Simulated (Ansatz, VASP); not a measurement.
# CsSnI3 in two plane-wave programs

Aim: how closely do two programs agree when they are given the same cell, functional and k mesh? The cell is taken from a series of runs on this material, whose earlier steps may have relaxed, scaled, displaced or heated it; both programs get it as it stands.

Main program and level: Ansatz 0.2.0; plane waves, with VASP 6.6.1 beside it; PBEsol.

## (1) The structure

It takes space group Pm-3m (No. 221, cubic). The conventional cell has a = 6.286 Å, b = 6.286 Å, c = 6.286 Å, α = 90.00°, β = 90.00°, γ = 90.00°. Nearest to Cs lie 12 I at 4.45 Å. Nearest to Sn lie 6 I at 3.14 Å. I has 2 Sn at 3.14 Å and 4 Cs at 4.45 Å nearest. Farther neighbours and most contacts between anions are not listed.

Coordinates:

```xyz
5
Lattice="6.2862 0.0000 0.0000 0.0000 6.2862 0.0000 0.0000 0.0000 6.2862" Properties=species:S:1:pos:R:3 pbc="T T T"
Cs    3.1431    3.1431    3.1431
Sn    0.0000    0.0000    0.0000
I     3.1431    0.0000    0.0000
I     0.0000    0.0000    3.1431
I     0.0000    3.1431    0.0000
```

## (2) VASP: G0W0 gap, PBEsol

Quasiparticle shifts depend on high empty states and on the cores, so they are the hardest test of two PAW sets.

Lines of VASP's logs that name or quote its potential files are left out, and so is its time.

The run reads the wave functions of an earlier VASP run, which isn't shown here.

Contents of INCAR:

```
SYSTEM = CsSnI3
PREC = Accurate
ENCUT = 300
ISMEAR = 0
SIGMA = 0.01
LREAL = .FALSE.
GGA = PS
NBANDS = 586
ALGO = EVGW0
NELMGW = 1
ENCUTGW = 100
NOMEGA = 64
PRECFOCK = Fast
NBANDSGW = 30
LWAVE = .FALSE.
LCHARG = .FALSE.
```

Contents of POSCAR:

```
CsSnI3
1.0
    6.2862280000      0.0000000000      0.0000000000
    0.0000000000      6.2862280000      0.0000000000
    0.0000000000      0.0000000000      6.2862280000
Cs Sn I
1 1 3
Direct
    0.5000000000      0.5000000000      0.5000000000
    0.0000000000      0.0000000000      0.0000000000
    0.5000000000      0.0000000000      0.0000000000
    0.0000000000      0.0000000000      0.5000000000
    0.0000000000      0.5000000000      0.0000000000
```

Contents of KPOINTS:

```
Automatic mesh
0
Gamma
2 2 2
0 0 0
```

The projector-augmented-wave data sets are Cs_sv_GW, Sn_d_GW and I_GW (PBE family, release 64).

Started as:

```console
> export OMP_NUM_THREADS=3
> mpirun -np 1 vasp_std
```

Numbers of over 12 decimals in the logs are rounded to 6 here.

Output:

```text
[banner, memory and clock lines left out]
running    1 mpi-ranks, on    1 nodes
 distrk:  each k-point on    1 cores,    1 groups
 distr:  one band on    1 cores,    1 groups
 Offloading initialized ...    1 GPUs detected
 POSCAR found type information on POSCAR CsSnI
 POSCAR found :  3 types and       5 ions
|                                                                             |
|               ----> ADVICE to this user running VASP <----                  |
|                                                                             |
|     You enforced a specific xc type in the INCAR file but a different       |
|     [... a line on the potential file left out ...]
|     I HOPE YOU KNOW WHAT YOU ARE DOING!                                     |
|                                                                             |

|                                                                             |
|           W    W    AA    RRRRR   N    N  II  N    N   GGGG   !!!           |
|           W    W   A  A   R    R  NN   N  II  NN   N  G    G  !!!           |
|           W    W  A    A  R    R  N N  N  II  N N  N  G       !!!           |
|           W WW W  AAAAAA  RRRRR   N  N N  II  N  N N  G  GGG   !            |
|           WW  WW  A    A  R   R   N   NN  II  N   NN  G    G                |
|           W    W  A    A  R    R  N    N  II  N    N   GGGG   !!!           |
|                                                                             |
|     The default for ENCUTGWSOFT is different in this version of VASP.       |
|     please manually set ENCUTGWSOFT =100 in the INCAR file.                 |
|                                                                             |

 LDA part: xc-table for (Slater+PW92), standard interpolation
 found WAVECAR, reading the header
 POSCAR, INCAR and KPOINTS ok, starting setup
 FFT: planning ... GRIDC
 FFT: planning ... GRID_SOFT
 FFT: planning ... GRID
 reading WAVECAR
 the WAVECAR file was read successfully
 initial charge from wavefunction
 available memory per node:   1642.82 GB, setting MAXMEM to   1682248

 The Fermi energy was updated, please check that it is located mid-gap
 values below the HOMO (VB) or above the LUMO (CB) will cause erroneous energies
 E-fermi :   2.4239

 calculate exact exchange contribution
 the WAVEDER file was read successfully
|                                                                             |
|           W    W    AA    RRRRR   N    N  II  N    N   GGGG   !!!           |
|           W    W   A  A   R    R  NN   N  II  NN   N  G    G  !!!           |
|           W    W  A    A  R    R  N N  N  II  N N  N  G       !!!           |
|           W WW W  AAAAAA  RRRRR   N  N N  II  N  N N  G  GGG   !            |
|           WW  WW  A    A  R   R   N   NN  II  N   NN  G    G                |
|           W    W  A    A  R    R  N    N  II  N    N   GGGG   !!!           |
|                                                                             |
|     Automatic setting of frequency mesh for GW failed. Frequency mesh       |
|     properly not suitable for determining QP energies. Consider             |
|     increasing number of kpoints.                                           |
|                                                                             |

energies w=
    0.000    0.000    0.250    0.000    0.499    0.000    0.747    0.000
    0.993    0.000    1.237    0.000    1.479    0.000    1.717    0.000
    1.953    0.000    2.186    0.000    2.415    0.000    2.640    0.000
    2.863    0.000    3.083    0.000    3.300    0.000    3.514    0.000
    3.727    0.000    3.937    0.000    4.146    0.000    4.354    0.000
    4.561    0.000    4.768    0.000    4.976    0.000    5.184    0.000
    5.394    0.000    5.605    0.000    5.819    0.000    6.037    0.000
    6.258    0.000    6.484    0.000    6.716    0.000    6.954    0.000
    7.199    0.000    7.454    0.000    7.719    0.000    7.993    0.000
    8.283    0.000    8.586    0.000    8.907    0.000    9.246    0.000
    9.608    0.000    9.996    0.000   10.413    0.000   10.866    0.000
   11.358    0.000   11.898    0.000   12.493    0.000   13.154    0.000
   13.894    0.000   14.731    0.000   15.685    0.000   16.784    0.000
   18.068    0.000   19.585    0.000   21.409    0.000   23.642    0.000
   26.440    0.000   30.045    0.000   34.860    0.000   41.610    0.000
   51.734    0.000   68.565    0.000  101.973    0.000  199.787    0.000
 responsefunction array rank=     587
 LDA part: xc-table for (Slater+PW92), standard interpolation

 min. memory requirement per mpi rank   1054.2 MB, per node   1054.2 MB

 allocating  64 responsefunctions rank=   587
 shmem allocating  64 responsefunctions rank=   587
 response function shared by NCSHMEM nodes    1
 Doing            64  frequencies on each core in blocks of            64
NQ=   1    0.0000    0.0000    0.0000,
|.........|.........|.........|.........|.........|.........|.........|.........
 performed        339000 updates of chi_q(r,r)
 total number of BLAS operations        934.93 Gflops
NQ=   2    0.5000    0.0000    0.0000,
|.........|.........|.........|.........|.........|.........|.........|.........
 performed        818000 updates of chi_q(r,r)
 total number of BLAS operations       2253.05 Gflops
NQ=   3    0.5000    0.5000    0.0000,
|.........|.........|.........|.........|.........|.........|.........|.........
 performed       1297000 updates of chi_q(r,r)
 total number of BLAS operations       3422.64 Gflops
NQ=   4    0.5000    0.5000    0.5000,
|.........|.........|.........|.........|.........|.........|.........|.........
 performed       1636000 updates of chi_q(r,r)
 total number of BLAS operations       4249.41 Gflops
 resolving degeneracies of screened two electron integrals

 calculate QP shifts <psi_nk| G(iteration)W_0 |psi_nk>: iteration 1
 entering main loop
```

Parts of OUTCAR (step 2):

```text
ion  position               nearest neighbor table
   1  0.500  0.500  0.500-
   2  0.000  0.000  0.000-   3 3.14   4 3.14   5 3.14   4 3.14   5 3.14   3 3.14
   3  0.500  0.000  0.000-   2 3.14   2 3.14
   4  0.000  0.000  0.500-   2 3.14   2 3.14
   5  0.000  0.500  0.000-   2 3.14   2 3.14

  LATTYP: Found a simple cubic cell.
 ALAT       =     6.2862280000

 Subroutine GETGRP returns: Found 48 space group operations
 (whereof 48 operations were pure point group operations)

The static configuration has the point symmetry O_h .

 Found      4 irreducible k-points:

   k-points           NKPTS =      4   k-points in BZ     NKDIM =      8   number of bands    NBANDS=    586

   dimension x,y,z NGX =    36 NGY =   36 NGZ =   36
   dimension x,y,z NGXF=    72 NGYF=   72 NGZF=   72

   ENCUT  =  300.0 eV  22.05 Ry    4.70 a.u.   8.88  8.88  8.88*2*pi/ulx,y,z

   NELECT =      44.0000    total number of electrons

  energy-cutoff  :      300.00
  volume of cell :      248.41
      direct lattice vectors                 reciprocal lattice vectors
     6.286228000  0.000000000  0.000000000     0.159077908  0.000000000  0.000000000
     0.000000000  6.286228000  0.000000000     0.000000000  0.159077908  0.000000000
     0.000000000  0.000000000  6.286228000     0.000000000  0.000000000  0.159077908

 k-points in reciprocal lattice and weights: Automatic mesh
   0.00000000  0.00000000  0.00000000       0.125
   0.50000000  0.00000000  0.00000000       0.375
   0.50000000  0.50000000  0.00000000       0.375
   0.50000000  0.50000000  0.50000000       0.125

 E-fermi :   2.4239

 QP shifts <psi_nk| G(iteration)W_0 |psi_nk>: iteration 1
 for sc-GW calculations column KS-energies equals QP-energies in previous step
 and V_xc(KS)=  KS-energies - (<T + V_ion + V_H > + <T+V_H+V_ion>^1  + <V_x>^1)
 k-point   1 :       0.0000    0.0000    0.0000
  band No.  KS-energies  QP-energies   sigma(KS)   V_xc(KS)     V^pw_x(r,r')   Z            occupation Imag(sigma)
    ...
     19       0.2712      -0.4557     -11.7512     -10.7220     -13.9231       0.7063       2.0000       0.1312
     20       0.4089      -0.2573     -11.9089     -10.9728     -13.9547       0.7116       2.0000       0.1265
     21       0.4089      -0.2573     -11.9089     -10.9728     -13.9547       0.7116       2.0000       0.1265
     22       0.4089      -0.2573     -11.9089     -10.9728     -13.9547       0.7116       2.0000       0.1265
     23       4.5780       4.6507      -5.9383      -6.0310      -2.3865       0.7834       0.0000      -0.0870
     24       5.6285       5.7315      -6.0067      -6.1390      -2.4787       0.7794       0.0000      -0.0910
     25       5.6285       5.7315      -6.0067      -6.1390      -2.4787       0.7794       0.0000      -0.0910
     26       5.9225       6.0934      -6.8625      -7.0850      -3.1199       0.7681       0.0000      -0.0977
    ...

 k-point   2 :       0.5000    0.0000    0.0000
  band No.  KS-energies  QP-energies   sigma(KS)   V_xc(KS)     V^pw_x(r,r')   Z            occupation Imag(sigma)
    ...
     19       0.1191      -0.6081     -11.4308     -10.4033     -13.5821       0.7077       2.0000       0.1318
     20       0.3010      -0.3919     -11.7494     -10.7739     -13.8438       0.7104       2.0000       0.1288
     21       0.3010      -0.3919     -11.7494     -10.7739     -13.8438       0.7104       2.0000       0.1288
     22       0.8606       0.3636     -12.2079     -11.5220     -13.7353       0.7245       2.0000       0.1350
     23       3.3510       3.5882      -9.6415      -9.9659      -5.7872       0.7309       0.0000      -0.0684
     24       6.1021       6.3018      -6.8429      -7.1016      -3.1774       0.7717       0.0000      -0.0974
     25       6.3013       6.3338      -6.1733      -6.2157      -2.5078       0.7680       0.0000      -0.1004
     26       6.4941       6.7972     -10.4480     -10.8713      -5.9658       0.7160       0.0000      -0.1984
    ...

 k-point   3 :       0.5000    0.5000    0.0000
  band No.  KS-energies  QP-energies   sigma(KS)   V_xc(KS)     V^pw_x(r,r')   Z            occupation Imag(sigma)
    ...
     19      -0.0282      -0.7617     -11.4023     -10.3562     -13.6141       0.7012       2.0000       0.1377
     20       0.0441      -0.5299     -12.1952     -11.3808     -14.2518       0.7049       2.0000       0.1454
     21       0.8272       0.1389     -12.1221     -11.1656     -14.1364       0.7197       2.0000       0.1220
     22       1.5639       1.1261     -12.1939     -11.5983     -13.3541       0.7350       2.0000       0.1235
     23       3.0345       3.2637      -9.6287      -9.9404      -5.8915       0.7352       0.0000      -0.0608
     24       3.0345       3.2637      -9.6287      -9.9404      -5.8915       0.7352       0.0000      -0.0608
     25       6.1902       6.4822     -10.2446     -10.6429      -5.9735       0.7330       0.0000      -0.1752
     26       6.6340       6.8622      -6.4301      -6.7261      -2.6555       0.7710       0.0000      -0.1006
    ...

 k-point   4 :       0.5000    0.5000    0.5000
  band No.  KS-energies  QP-energies   sigma(KS)   V_xc(KS)     V^pw_x(r,r')   Z            occupation Imag(sigma)
    ...
     19       0.8418       0.1522     -12.1539     -11.1967     -14.1681       0.7204       2.0000       0.1214
     20       0.8418       0.1522     -12.1539     -11.1967     -14.1681       0.7204       2.0000       0.1214
     21       0.8418       0.1522     -12.1539     -11.1967     -14.1681       0.7204       2.0000       0.1214
     22       2.2566       1.8739     -12.2736     -11.7587     -13.1360       0.7433       2.0000       0.1148
     23       2.5913       2.8289      -9.2764      -9.5972      -5.5881       0.7407       0.0000      -0.0550
     24       2.5913       2.8289      -9.2764      -9.5972      -5.5881       0.7407       0.0000      -0.0550
     25       2.5913       2.8289      -9.2764      -9.5972      -5.5881       0.7407       0.0000      -0.0550
     26       5.4387       5.5365      -6.0495      -6.1753      -2.4216       0.7774       0.0000      -0.0954
    ...
```

(Continued in part 2 of 2.)

[Lines on the potential files, build, host, timing and source positions are cut from VASP's logs without a mark.]

[Logs are printed without paths, hosts, clocks, repeated set-up lines and the standing remarks that a program may print on its own settings, such as how far it seeks lower states.]

[Hosts, paths, dates, database ids (printed as entryN), source tags and the programs' standing remarks are cut or masked in the printed files.]
